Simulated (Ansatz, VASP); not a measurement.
EuMg2Fe: VASP beside Ansatz

File INCAR:

```
SYSTEM = EuMg2Fe
PREC = Accurate
ENCUT = 520
EDIFF = 1E-7
ISMEAR = -1
SIGMA = 0.05
LREAL = .False.
LASPH = .True.
NELM = 100
ALGO = Normal
ISIF = 2
LWAVE = .False.
LCHARG = .False.
ISPIN = 2
MAGMOM = 7 3 0 0
LORBIT = 11
LMAXMIX = 6
GGA = PE
NBANDS = 26
```

Contents of KPOINTS:

```
Automatic mesh
0
Gamma
  6 6 5
  0 0 0
```

File POSCAR:

```
EuMg2Fe
1.0
    4.9367263831      0.0000000000      0.0000000000
   -2.4683631916      4.2753304593      0.0000000000
    0.0000000000      0.0000000000      5.2386085632
Eu Fe Mg
1 1 2
Direct
    0.0000000000      0.0000000000      0.5000000000
    0.0000000000      0.0000000000      0.0000000000
    0.3333333333      0.6666666667      0.0215600000
    0.6666666667      0.3333333333      0.9784400000
```

Contents of input.yaml:

```yaml
crystal:
  lattice:
    - [4.9367263831, 0.0, 0.0]
    - [-2.4683631916, 4.2753304593, 0.0]
    - [0.0, 0.0, 5.2386085632]
  atoms:
    - { symbol: Eu, position: [0.0, 0.0, 0.5], spin: 7.0 }
    - { symbol: Fe, position: [0.0, 0.0, 0.0], spin: 3.0 }
    - { symbol: Mg, position: [0.3333333333, 0.6666666667, 0.02156] }
    - { symbol: Mg, position: [0.6666666667, 0.3333333333, 0.97844] }
hamiltonian:
  xc: pbe
  pseudopotentials: { kind: paw }
magnetization:
  spin_polarized: true
kpoints:
  mp_grid: { grid: [6, 6, 5] }
scf:
  occupations: { method: fermi_dirac, width: 0.05 }
output:
  forces: true
  stress: true
  eigenvalues: true
```

Change from the starting cell: volume scaled by 1.06.

Alike in both runs: task single point; functional PBE; k mesh 6 × 6 × 5; occupations fermi-dirac, width 0.05 eV; collinear spin, ferromagnetic start.

|  | VASP | Ansatz |
| --- | --- | --- |
| version | VASP 6.6.1 | Ansatz 0.2.0 |
| potentials or method | VASP PAW PBE potentials, release 64 (Eu, Fe, Mg) | Ansatz PAW |
| plane-wave cutoff (eV) | 520 | 420 |
| valence electrons in the cell | 29 | 53 |

|  | VASP | Ansatz | Ansatz less VASP |
| --- | --- | --- | --- |
| gap on the k mesh at the Fermi level (eV) | none | none | - |
| pressure (GPa) | -1.9 | -1.9 | -0.02 |
| largest component of the traceless stress (GPa) | 0.63 | 0.68 | +0.053 |
| rms of the force components (eV/Å) | 0.022 | 0.023 | +0.0005 |
| net moment per atom (μB) | 2.14 | 1.28 | -0.863 |
| size of the moment on the site where the two differ most (μB) | 1.75 | 2.17 | +0.428 |

The net moments differ so much that the two runs ended in different magnetic states, which moves the other rows too. Site moments also hang on the region over which each program counts them. Atom by atom the forces differ by 0.001 eV/Å (rms over components). A gap of «none» marks a metal or a gap that the smearing closes. The two sets of potentials don't hold the same shells in valence.

Caveats: spin-orbit coupling is left out, which moves the levels of the heavy elements; without U or exact exchange the open f shell lies at the Fermi level, which spoils levels, moments and volumes; the starting moments weren't kept (Ansatz). The state reached can hang on the start; a lower one may exist.
